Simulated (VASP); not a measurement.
## C (Diamond): time-dependent DFT spectra

Aim: the absorption of C (Diamond) from time-dependent DFT with and without exact exchange. The cell has space group Fd-3m. The start is a cell from a database of measured crystal structures.

Program: VASP 6.6.1. Level of theory: LDA; plane waves and PAW (C), in the first sound run; inputs show where later runs differ. Results are calculated unless marked as measured.

Report form: the programs' logs are mostly left out.

**1. Starting point**

The structure is cubic, space group Fd-3m (No. 227). The conventional cell has a = 3.567 Å, b = 3.567 Å, c = 3.567 Å, α = 90.00°, β = 90.00°, γ = 90.00°. C has 4 C at 1.54 Å nearest.

**2. Ground state at LDA**

Many-body steps start from the orbitals of a self-consistent run, here LDA. A small SIGMA keeps every occupation at zero or full.

INCAR reads:

```
SYSTEM = C
PREC = Accurate
ENCUT = 420
EDIFF = 1E-08
NELM = 100
ISMEAR = 0
SIGMA = 0.01
LREAL = .FALSE.
ALGO = Normal
GGA = CA
NBANDS = 10
LORBIT = 11
LWAVE = .TRUE.
LCHARG = .FALSE.
KPAR = 4
```

POSCAR reads:

```
C
1.0
    0.0000000000      1.7833700000      1.7833700000
    1.7833700000      0.0000000000      1.7833700000
    1.7833700000      1.7833700000      0.0000000000
C
2
Direct
    0.7500000000      0.7500000000      0.7500000000
    0.5000000000      0.5000000000      0.5000000000
```

KPOINTS reads:

```
Automatic mesh
0
Gamma
6 6 6
0 0 0
```

Potentials, in the order of the species: C (PBE family, release 64).

The run is started by

```sh
$ mpirun -np 4 vasp_std
```

Elapsed: 1.6 s, on 4 MPI ranks of AMD EPYC 7R43, shared host; peak memory 0.29 GiB.

The gap is read on the k-mesh alone, so it is an upper bound where the band edges lie off the mesh. The PAW data sets were made with PBE, though LDA sets exist; this is a small mismatch.

A gap read on the k-mesh alone can miss the band edges.

Numbers from this step:

```
free energy (TOTEN)            : -20.25 eV
Fermi energy                   : 9.572 eV
pressure                       : -14.08 GPa
gap on the k-mesh              : 4.113 eV
least direct gap on the k-mesh : 5.533 eV
```

**3. Empty bands, functional LDA**

ALGO = Exact diagonalises the converged Hamiltonian in one step, and LOPTICS writes the k-derivatives of the orbitals (WAVEDER), which give the transition dipoles.

INCAR reads:

```
SYSTEM = C
PREC = Accurate
ENCUT = 420
ISMEAR = 0
SIGMA = 0.01
LREAL = .FALSE.
GGA = CA
NBANDS = 20
ALGO = Exact
NELM = 1
LWAVE = .TRUE.
LCHARG = .FALSE.
LOPTICS = .TRUE.
NEDOS = 1000
CSHIFT = 0.1
```

POSCAR is that of step 2.

KPOINTS is that of step 2.

The run is started by

```sh
$ mpirun -np 4 vasp_std
```

The job ended after 1.8 s (4 MPI ranks; peak memory 0.26 GiB; 4.4 s of CPU time).

WAVECAR now holds 20 bands for 8 electrons. Its independent-particle dielectric tensor has xx, yy, zz = 6.3, 6.3, 6.3 on this mesh, which isn't tested for convergence in mesh or bands and lacks local fields.

**4. Casida equation on LDA**

This step: time-dependent LDA, Casida form; plane waves and PAW (C) (VASP 6.6.1).

The Casida equation, in the Tamm-Dancoff approximation (ANTIRES = 0), couples the pairs by a local exchange-correlation kernel; a semilocal kernel is short-ranged. On this coarse mesh the spectra break into peaks of single stars of k points, and those at the smallest gap weigh too much.

INCAR reads:

```
SYSTEM = C
PREC = Accurate
ENCUT = 420
ISMEAR = 0
SIGMA = 0.01
LREAL = .FALSE.
GGA = CA
NBANDS = 20
ALGO = TDHF
NBANDSO = 4
NBANDSV = 4
OMEGAMAX = 25
NEDOS = 1000
CSHIFT = 0.1
PRECFOCK = Fast
LWAVE = .FALSE.
LCHARG = .FALSE.
ANTIRES = 0
LFXC = .TRUE.
LADDER = .FALSE.
```

POSCAR is that of step 3.

KPOINTS is that of step 3.

The run is started by

```sh
$ mpirun -np 4 vasp_std
```

The job ended after 16 s (4 MPI ranks; peak memory 0.74 GiB).

Numbers from this step:

```yaml
lowest_excitation: 5.533 eV
```

The imaginary dielectric function, xx has structure finer than the step of the table below, so its rows give means over 1 eV, whole bins alone (the curve runs from 0 to 25 eV). Peaks (eV: height): 7.9: 13.9, 9.8: 18.6, 11.0: 66.3, 16.0: 14.5.

From 4 filled and 4 empty bands alone, without any pair above OMEGAMAX = 25 eV, so strength is missing wherever others contribute; lines are broadened by CSHIFT, which also makes the tail under the first line. Table of imaginary dielectric function, xx by photon energy; means over each step:

| photon energy (eV) | imaginary dielectric function, xx |
| --- | --- |
| 1 | 0.0106 |
| 2 | 0.0235 |
| 3 | 0.0430 |
| 4 | 0.0877 |
| 5 | 1.04 |
| 6 | 1.65 |
| 7 | 2.08 |
| 8 | 6.56 |
| 9 | 4.38 |
| 10 | 9.64 |
| 11 | 26.4 |
| 12 | 4.50 |
| 13 | 3.18 |
| 14 | 3.64 |
| 15 | 6.88 |
| 16 | 8.04 |
| 17 | 2.71 |
| 18 | 1.48 |
| 19 | 1.44 |
| 20 | 0.661 |
| 21 | 0.466 |
| 22 | 0.614 |
| 23 | 0.521 |
| 24 | 0.219 |

The lowest excitation lies at 5.533 eV, +0 meV against the direct gap of these orbitals. Peak heights aren't converged with the mesh, least of all at the onset.

**5. Random-phase approximation on LDA**

This step: RPA spectrum on LDA; plane waves and PAW (C) (VASP 6.6.1).

With the exchange-correlation kernel off, only the local fields remain: the random-phase approximation.

Changes to INCAR since step 4:

```diff
@@ -18,3 +18,3 @@
 ANTIRES = 0
-LFXC = .TRUE.
+LFXC = .FALSE.
 LADDER = .FALSE.
```

POSCAR is that of step 4.

KPOINTS is that of step 4.

The run is started by

```sh
$ mpirun -np 4 vasp_std
```

It took 16 s on 4 MPI ranks; peak memory 0.74 GiB.

Numbers from this step:

```
lowest excitation : 5.535 eV
```

The imaginary dielectric function, xx has structure finer than the step of the table below, so its rows give means over 0.5 eV, whole bins alone (the curve runs from 0 to 25 eV). Peaks (eV: height): 5.56: 7.64, 7.93: 12.5, 9.83: 16.0, 11.01: 58.0, 16.02: 14.5.

From 4 filled and 4 empty bands alone, without any pair above OMEGAMAX = 25 eV, so strength is missing wherever others contribute; lines are broadened by CSHIFT, which also makes the tail under the first line. Table of imaginary dielectric function, xx by photon energy; means over each step:

| photon energy (eV) | imaginary dielectric function, xx |
| --- | --- |
| 0.5 | 0.00481 |
| 1.0 | 0.00988 |
| 1.5 | 0.0154 |
| 2.0 | 0.0217 |
| 2.5 | 0.0294 |
| 3.0 | 0.0395 |
| 3.5 | 0.0539 |
| 4.0 | 0.0781 |
| 4.5 | 0.133 |
| 5.0 | 0.400 |
| 5.5 | 3.76 |
| 6.0 | 0.632 |
| 6.5 | 0.348 |
| 7.0 | 0.823 |
| 7.5 | 5.16 |
| 8.0 | 6.59 |
| 8.5 | 4.05 |
| 9.0 | 2.91 |
| 9.5 | 6.76 |
| 10.0 | 10.5 |
| 10.5 | 8.16 |
| 11.0 | 38.4 |
| 11.5 | 9.75 |
| 12.0 | 4.08 |
| 12.5 | 5.30 |
| 13.0 | 3.71 |
| 13.5 | 1.58 |
| 14.0 | 3.62 |
| 14.5 | 5.40 |
| 15.0 | 7.38 |
| 15.5 | 5.46 |
| 16.0 | 9.16 |
| 16.5 | 9.09 |
| 17.0 | 3.58 |
| 17.5 | 1.68 |
| 18.0 | 1.60 |
| 18.5 | 2.46 |
| 19.0 | 2.16 |
| 19.5 | 0.951 |
| 20.0 | 0.718 |
| 20.5 | 0.837 |
| 21.0 | 0.480 |
| 21.5 | 0.971 |
| 22.0 | 0.510 |
| 22.5 | 1.10 |
| 23.0 | 0.956 |
| 23.5 | 0.226 |
| 24.0 | 0.221 |
| 24.5 | 0.484 |

The lowest excitation lies at 5.535 eV, +2 meV against the direct gap of these orbitals. It is dark; the first state with over 2 % of the strongest strength among the lowest 40 lies at 5.539 eV. Peak heights aren't converged with the mesh, least of all at the onset.

**6. Orbitals for ground state at B3LYP**

This step: LDA; plane waves and PAW (C) (VASP 6.6.1).

A hybrid converges faster from good orbitals, so a cheap LDA run writes WAVECAR first.

INCAR reads:

```
SYSTEM = C
PREC = Accurate
ENCUT = 420
EDIFF = 1E-05
NELM = 100
ISMEAR = 0
SIGMA = 0.01
LREAL = .FALSE.
ALGO = Normal
GGA = CA
NBANDS = 10
LORBIT = 11
LWAVE = .TRUE.
LCHARG = .FALSE.
KPAR = 4
```

POSCAR is that of step 5.

KPOINTS is that of step 5.

The run is started by

```sh
$ mpirun -np 4 vasp_std
```

Wall time 1.2 s (4 MPI ranks); peak memory 0.27 GiB; 2.6 s of CPU time.

Numbers from this step:

- Fermi energy: 9.571 eV
- pressure: -14.04 GPa

The run ends at a pressure of -14.04 GPa.

**7. Ground state at B3LYP**

This step: B3LYP; plane waves and PAW (C) (VASP 6.6.1).

The orbitals come from a self-consistent B3LYP run. EDIFF is tight for accurate orbitals, and a narrow smearing avoids fractional occupations.

INCAR reads:

```
SYSTEM = C
PREC = Accurate
ENCUT = 420
EDIFF = 1E-08
NELM = 100
ISMEAR = 0
SIGMA = 0.01
LREAL = .FALSE.
ALGO = Normal
LHFCALC = .TRUE.
AEXX = 0.2
GGA = B3
AGGAX = 0.72
AGGAC = 0.81
ALDAC = 0.19
LASPH = .TRUE.
NBANDS = 10
PRECFOCK = Fast
LORBIT = 11
LWAVE = .TRUE.
LCHARG = .FALSE.
KPAR = 4
```

POSCAR is that of step 6.

KPOINTS is that of step 6.

The WAVECAR or CHGCAR of an earlier step is read.

The run is started by

```sh
$ mpirun -np 4 vasp_std
```

Run time: 36 s. Hardware: 4 MPI ranks; peak memory 0.32 GiB.

The PAW data sets were made with PBE, which is usual practice but a small mismatch for other functionals.

Numbers from this step:

- free energy (TOTEN): -20.15 eV
- Fermi energy: 9.056 eV
- gap on the k-mesh: 6.022 eV
- least direct gap on the k-mesh: 7.470 eV

**8. Empty bands, functional B3LYP**

INCAR reads:

```
SYSTEM = C
PREC = Accurate
ENCUT = 420
ISMEAR = 0
SIGMA = 0.01
LREAL = .FALSE.
LHFCALC = .TRUE.
AEXX = 0.2
GGA = B3
AGGAX = 0.72
AGGAC = 0.81
ALDAC = 0.19
LASPH = .TRUE.
NBANDS = 20
PRECFOCK = Fast
ALGO = Exact
NELM = 1
LWAVE = .TRUE.
LCHARG = .FALSE.
LOPTICS = .TRUE.
NEDOS = 1000
CSHIFT = 0.1
```

POSCAR is that of step 7.

KPOINTS is that of step 7.

The WAVECAR or CHGCAR of an earlier step is read.

The run is started by

```sh
$ mpirun -np 4 vasp_std
```

Wall time 47 s (4 MPI ranks); peak memory 0.32 GiB.

**9. Casida equation on B3LYP**

This step: time-dependent B3LYP, Casida form; plane waves and PAW (C) (VASP 6.6.1).

The Casida equation, in the Tamm-Dancoff approximation (ANTIRES = 0), couples the pairs by a local exchange-correlation kernel and by exact exchange, which attracts electron and hole.

Changes to INCAR since step 8:

```diff
@@ -15,8 +15,12 @@
 PRECFOCK = Fast
-ALGO = Exact
-NELM = 1
-LWAVE = .TRUE.
-LCHARG = .FALSE.
-LOPTICS = .TRUE.
+ALGO = TDHF
+NBANDSO = 4
+NBANDSV = 4
+OMEGAMAX = 25
 NEDOS = 1000
 CSHIFT = 0.1
+LWAVE = .FALSE.
+LCHARG = .FALSE.
+ANTIRES = 0
+LFXC = .TRUE.
+LADDER = .TRUE.
```

POSCAR is that of step 8.

KPOINTS is that of step 8.

The WAVECAR or CHGCAR of an earlier step is read.

The run is started by

```sh
$ mpirun -np 4 vasp_std
```

Elapsed: 17 s, on 4 MPI ranks; peak memory 0.6 GiB.

Numbers from this step:

```
lowest excitation : 6.845 eV
```

The imaginary dielectric function, xx has structure finer than the step of the table below, so its rows give means over 1 eV, whole bins alone (the curve runs from 0 to 25 eV). Peaks (eV: height): 8.8: 18.2, 9.3: 14.1, 11.0: 19.8, 11.3: 25.0, 12.3: 43.5, 16.4: 9.01, 17.7: 8.45.

From 4 filled and 4 empty bands alone, without any pair above OMEGAMAX = 25 eV, so strength is missing wherever others contribute; lines are broadened by CSHIFT, which also makes the tail under the first line. Imaginary dielectric function, xx against photon energy; means over each step:

| photon energy (eV) | imaginary dielectric function, xx |
| --- | --- |
| 1 | 0.00704 |
| 2 | 0.0151 |
| 3 | 0.0256 |
| 4 | 0.0418 |
| 5 | 0.0750 |
| 6 | 0.256 |
| 7 | 2.45 |
| 8 | 0.697 |
| 9 | 8.53 |
| 10 | 3.89 |
| 11 | 13.4 |
| 12 | 21.0 |
| 13 | 4.40 |
| 14 | 2.31 |
| 15 | 2.11 |
| 16 | 5.11 |
| 17 | 4.46 |
| 18 | 3.59 |
| 19 | 0.892 |
| 20 | 0.670 |
| 21 | 0.882 |
| 22 | 0.258 |
| 23 | 0.312 |
| 24 | 0.262 |

Some of the lowest 40 states alone, with states under 2.5 meV apart joined, scaled to the strongest line shown. Exciton lines, with heights relative to the strongest:

| position (eV) | lines merged | oscillator strength |
| --- | --- | --- |
| 6.845 | 3 | 0.0 |
| 6.848 | 3 | 49 |
| 6.855 | 2 | 0.0 |
| 6.884 | 1 | 0.0 |
| 8.591 | 2 | 0.0 |
| 8.594 | 3 | 0.0 |
| 8.643 | 1 | 0.0 |
| 8.825 | 6 | 100 |
| 8.846 | 3 | 0.0 |
| 8.851 | 3 | 0.0 |
| 9.270 | 3 | 72 |
| 9.294 | 3 | 0.0 |

The lowest excitation lies at 6.845 eV, -626 meV against the direct gap of these orbitals, a distance that this coarse mesh makes far too large. It is dark; the first state with over 2 % of the strongest strength among the lowest 40 lies at 6.848 eV. Peak heights aren't converged with the mesh, least of all at the onset.

**10. Random-phase approximation on B3LYP**

This step: RPA spectrum on B3LYP; plane waves and PAW (C) (VASP 6.6.1).

Changes to INCAR since step 9:

```diff
@@ -24,3 +24,3 @@
 ANTIRES = 0
-LFXC = .TRUE.
-LADDER = .TRUE.
+LFXC = .FALSE.
+LADDER = .FALSE.
```

POSCAR is that of step 9.

KPOINTS is that of step 9.

The run is started by

```sh
$ mpirun -np 4 vasp_std
```

It took 13 s on 4 MPI ranks; peak memory 0.61 GiB.

This step gave:

```yaml
lowest_excitation: 7.473 eV
```

The imaginary dielectric function, xx has structure finer than the step of the table below, so its rows give means over 1 eV, whole bins alone (the curve runs from 0 to 25 eV). Peaks (eV: height): 10.0: 10.6, 12.0: 13.9, 13.3: 49.5, 18.5: 14.5, 19.2: 11.1.

From 4 filled and 4 empty bands alone, without any pair above OMEGAMAX = 25 eV, so strength is missing wherever others contribute; lines are broadened by CSHIFT, which also makes the tail under the first line. Imaginary dielectric function, xx against photon energy; means over each step:

photon energy (eV), imaginary dielectric function, xx and a bar:
```
        1        0.0 
        2        0.0 
        3        0.0 
        4        0.0 
        5        0.0 
        6        0.1 
        7        1.0 ##
        8        0.8 #
        9        1.5 ##
       10        5.0 ########
       11        2.0 ###
       12        7.3 ############
       13       18.5 ##############################
       14        7.2 ############
       15        3.9 ######
       16        2.0 ###
       17        5.4 #########
       18        6.0 ##########
       19        8.1 #############
       20        1.8 ###
       21        1.6 ###
       22        1.6 ###
       23        0.7 #
       24        0.8 #
```

The lowest excitation lies at 7.473 eV, +2 meV against the direct gap of these orbitals. It is dark; the first state with over 2 % of the strongest strength among the lowest 40 lies at 7.477 eV. Peak heights aren't converged with the mesh, least of all at the onset.

**11. Ground state at PBE0**

This step: PBE0; plane waves and PAW (C) (VASP 6.6.1).

Many-body steps start from the orbitals of a self-consistent run, here PBE0. A small SIGMA keeps every occupation at zero or full.

INCAR reads:

```
SYSTEM = C
PREC = Accurate
ENCUT = 420
EDIFF = 1E-08
NELM = 100
ISMEAR = 0
SIGMA = 0.01
LREAL = .FALSE.
ALGO = Normal
LHFCALC = .TRUE.
AEXX = 0.25
GGA = PE
LASPH = .TRUE.
NBANDS = 10
PRECFOCK = Fast
LORBIT = 11
LWAVE = .TRUE.
LCHARG = .FALSE.
KPAR = 4
```

POSCAR is that of step 10.

KPOINTS is that of step 10.

The run is started by

```sh
$ mpirun -np 4 vasp_std
```

Elapsed: 19 s, on 4 MPI ranks; peak memory 0.33 GiB; 72 s of CPU time.

This step gave:

```
free energy (TOTEN)            : -22.14 eV
Fermi energy                   : 8.829 eV
gap on the k-mesh              : 6.095 eV
least direct gap on the k-mesh : 7.739 eV
```

**12. Empty bands, functional PBE0**

INCAR reads:

```
SYSTEM = C
PREC = Accurate
ENCUT = 420
ISMEAR = 0
SIGMA = 0.01
LREAL = .FALSE.
LHFCALC = .TRUE.
AEXX = 0.25
GGA = PE
LASPH = .TRUE.
NBANDS = 20
PRECFOCK = Fast
ALGO = Exact
NELM = 1
LWAVE = .TRUE.
LCHARG = .FALSE.
LOPTICS = .TRUE.
NEDOS = 1000
CSHIFT = 0.1
```

POSCAR is that of step 11.

KPOINTS is that of step 11.

The run starts from files that an earlier step left in the folder.

The run is started by

```sh
$ mpirun -np 4 vasp_std
```

Elapsed: 46 s, on 4 MPI ranks; peak memory 0.32 GiB.

**13. Casida equation on PBE0**

This step: time-dependent PBE0, Casida form; plane waves and PAW (C) (VASP 6.6.1).

INCAR reads:

```
SYSTEM = C
PREC = Accurate
ENCUT = 420
ISMEAR = 0
SIGMA = 0.01
LREAL = .FALSE.
LHFCALC = .TRUE.
AEXX = 0.25
GGA = PE
LASPH = .TRUE.
NBANDS = 20
PRECFOCK = Fast
ALGO = TDHF
NBANDSO = 4
NBANDSV = 4
OMEGAMAX = 25
NEDOS = 1000
CSHIFT = 0.1
LWAVE = .FALSE.
LCHARG = .FALSE.
ANTIRES = 0
LFXC = .TRUE.
LADDER = .TRUE.
```

POSCAR is that of step 12.

KPOINTS is that of step 12.

The WAVECAR or CHGCAR of an earlier step is read.

The run is started by

```sh
$ mpirun -np 4 vasp_std
```

Wall time 16 s (4 MPI ranks); peak memory 0.57 GiB; 63 s of CPU time.

Numbers from this step:

| Item | Value |
| --- | --- |
| lowest excitation | 6.954 eV |

The imaginary dielectric function, xx has structure finer than the step of the table below, so its rows give means over 1 eV, whole bins alone (the curve runs from 0 to 25 eV). Peaks (eV: height): 6.9: 8.97, 9.0: 21.4, 9.5: 15.1, 11.1: 22.4, 11.5: 29.0, 12.3: 54.1, 16.7: 8.80.

From 4 filled and 4 empty bands alone, without any pair above OMEGAMAX = 25 eV, so strength is missing wherever others contribute; lines are broadened by CSHIFT, which also makes the tail under the first line. The imaginary dielectric function, xx by photon energy; means over each step:

photon energy (eV), imaginary dielectric function, xx and a bar:
```
        1        0.0 
        2        0.0 
        3        0.0 
        4        0.0 
        5        0.1 
        6        0.2 
        7        2.7 ####
        8        0.6 #
        9        8.5 ###########
       10        4.6 ######
       11       12.4 ################
       12       23.0 ##############################
       13        4.5 ######
       14        1.9 ###
       15        2.1 ###
       16        3.5 #####
       17        4.9 ######
       18        3.5 #####
       19        1.1 #
       20        0.5 #
       21        0.9 #
       22        0.3 
       23        0.3 
       24        0.1
```

(Continued in part 2 of 2.)

[Lines on the potential files, build, host, timing and source positions are cut from VASP's logs without a mark.]

[Logs are printed without paths, hosts, clocks, repeated set-up lines and the standing remarks that a program may print on its own settings, such as how far it seeks lower states.]

[Hosts, paths, dates, database ids (printed as entryN), source tags and the programs' standing remarks are cut or masked in the printed files.]

[Pressures printed for these runs are not shown converged in the cutoff: they can be off by several GPa and have the wrong sign.]
